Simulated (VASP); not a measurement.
These are PBEsol GGA, VASP's PBE PAW potentials (set 64) (plane waves; VASP 6.6.1) values and carry that method's errors.

The input files of a VASP run:

**INCAR**
```
SYSTEM = Tc
PREC = Accurate; ENCUT = 480; LREAL = .FALSE.
LASPH = .TRUE.
EDIFF = 1E-7; NELM = 100; ALGO = Normal
LMAXMIX = 4
ISMEAR = 1; SIGMA = 0.1
GGA = PS
ISIF = 2
LWAVE = .FALSE.; LCHARG = .FALSE.
```

### KPOINTS
```
kpoints
0
Gamma
 14 14 8
```

File POSCAR:
```
Tc
1
    1.3588973053    -2.3536795591     0.0000000000
    1.3588973053     2.3536795591     0.0000000000
    0.0000000000     0.0000000000     4.3536353485
Tc
2
Direct
  0.3701275391   0.7034615391   0.2500000000
  0.6666670000   0.3333330000   0.7500000000
```

POTCAR, in this order: Tc_pv (PBE.64 set). Program: vasp_std.

The run wrote:

### OSZICAR
```
       N       E                     dE             d eps       ncg     rms          rms(c)
DAV:   1     0.300152385089E+03    0.30015E+03   -0.16123E+04 17064   0.152E+03
DAV:   2    -0.164636829548E+02   -0.31662E+03   -0.31355E+03 18918   0.446E+02
DAV:   3    -0.240932796812E+02   -0.76296E+01   -0.74809E+01 20296   0.801E+01
DAV:   4    -0.241630508002E+02   -0.69771E-01   -0.69450E-01 18982   0.746E+00
DAV:   5    -0.241636236260E+02   -0.57283E-03   -0.57273E-03 18986   0.662E-01    0.263E+01
DAV:   6    -0.227071473258E+02    0.14565E+01   -0.34584E+00 18106   0.184E+01    0.830E+00
DAV:   7    -0.225269388308E+02    0.18021E+00   -0.67527E-01 19365   0.732E+00    0.939E-01
DAV:   8    -0.225150394449E+02    0.11899E-01   -0.12043E-02 17574   0.123E+00    0.257E-01
DAV:   9    -0.225149905182E+02    0.48927E-04   -0.44548E-04 20170   0.178E-01    0.257E-02
DAV:  10    -0.225149950606E+02   -0.45424E-05   -0.25604E-05 17812   0.448E-02    0.131E-02
DAV:  11    -0.225149947950E+02    0.26561E-06   -0.11447E-06 18025   0.111E-02    0.216E-03
DAV:  12    -0.225149942813E+02    0.51366E-06   -0.18357E-07 10459   0.373E-03    0.266E-04
DAV:  13    -0.225149942675E+02    0.13762E-07   -0.23971E-08  8571   0.123E-03
   1 F= -.22514994E+02 E0= -.22515005E+02  d E =0.335392E-04
```

File OUTCAR:
```
------------------------ aborting loop because EDIFF is reached ----------------------------------------
  FORCE on cell =-STRESS in cart. coord.  units (eV):
  Direction    XX          YY          ZZ          XY          YZ          ZX
  --------------------------------------------------------------------------------------
  Total        0.1863032      0.1689447      0.2262614      0.4168978      0.0000000      0.0000000
  in kB       10.7180299      9.7193948     13.0168267     23.9841404      0.0000000      0.0000000
  external PRESSURE =      11.1514172 kB  Pullay stress =       0.0000000 kB
  volume of cell :       27.85
      direct lattice vectors                 reciprocal lattice vectors
     1.358897305 -2.353679559  0.000000000     0.367945391 -0.212433336  0.000000000
     1.358897305  2.353679559  0.000000000     0.367945391  0.212433336  0.000000000
     0.000000000  0.000000000  4.353635349     0.000000000  0.000000000  0.229693100
 POSITION                                       TOTAL-FORCE (eV/Angst)
 -----------------------------------------------------------------------------------
      1.45890      0.78456      1.08841        -0.360957      0.016947     -0.000000
      1.35890     -0.78456      3.26523         0.360957     -0.016947      0.000000
 -----------------------------------------------------------------------------------
    total drift:                                0.000004     -0.000037     -0.000000
  FREE ENERGIE OF THE ION-ELECTRON SYSTEM (eV)
  ---------------------------------------------------
  free  energy   TOTEN  =       -22.5149942675 eV

  energy  without entropy=      -22.5150278067  energy(sigma->0) =      -22.51500545
```
(Selected blocks of OUTCAR.)

The compound is Tc in the hcp structure. This cell was strained or had an atom moved on purpose.
